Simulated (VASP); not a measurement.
An input for Ansatz (written as the equivalent of a VASP run, and not itself run):

Ansatz 0.2 input:
```yaml
crystal:
  lattice:
    - [0.0000000, 2.3554803, 2.3554803]
    - [2.3554803, 0.0000000, 2.3554803]
    - [2.3554803, 2.3554803, 0.0000000]
  atoms:
    - { symbol: Zr, position: [0.0000000, 0.0000000, 0.0000000] }
    - { symbol: C, position: [0.5000000, 0.5000000, 0.5000000] }
kpoints:
  mp_grid: { grid: [13, 13, 13] }
hamiltonian:
  xc: pbe
  pseudopotentials: { kind: paw }
scf:
  occupations: { method: methfessel_paxton, width: 0.1 }
  max_iter: 100
relax:
  max_steps: 40
  f_tol: 0.02
  cell: { p_target: 5 }
output: { forces: true, stress: true, eigenvalues: true }
```

Problem. Translate this input to VASP (INCAR, KPOINTS, POSCAR, choice of POTCAR).

Solution. One answer among several that fit: 
### POSCAR
```
ZrC
1.0
  0.0000000000   2.3554802723   2.3554802723
  2.3554802723   0.0000000000   2.3554802723
  2.3554802723   2.3554802723   0.0000000000
Zr C
1 1
Cartesian
  0.0000000000   0.0000000000   0.0000000000
  2.3554802723   2.3554802723   2.3554802723
```

### INCAR
```
PREC = Accurate
LWAVE = .FALSE.
ISIF = 3
ENCUT = 620   ! plane-wave cut-off (eV)
GGA = PE
NELM = 100   ! most electronic steps
LREAL = .FALSE.   ! projection in real space or not
PSTRESS = 50   ! kbar
ISMEAR = 1   ! Methfessel-Paxton
ALGO = Normal   ! blocked Davidson
LMAXMIX = 4   ! l cut-off of mixed one-centre charges
EDIFFG = -0.02
EDIFF = 1E-6   ! SCF stop (eV)
NSW = 40   ! most ionic steps
SIGMA = 0.1
IBRION = 2   ! conjugate gradients
LCHARG = .FALSE.
LASPH = .TRUE.
SYSTEM = ZrC
```

KPOINTS:
```
Automatic mesh
0
Gamma
13 13 13
0 0 0
```

POTCAR, in this order: Zr_sv C (PBE.64 set). Program: vasp_std.

The two are equivalent in intent, not identical: each code has its own PAW files, so the cut-off isn't converted (ENCUT is set for VASP's; basis.ecutwfc is left out, and Ansatz then takes the one that its files recommend); Ansatz stops its SCF on the density residual and VASP on the energy change (EDIFF).

The compound is ZrC in the rock salt structure. This run relaxes it under an external pressure of 5 GPa. Symmetry was kept, so distortions that lower it aren't found.
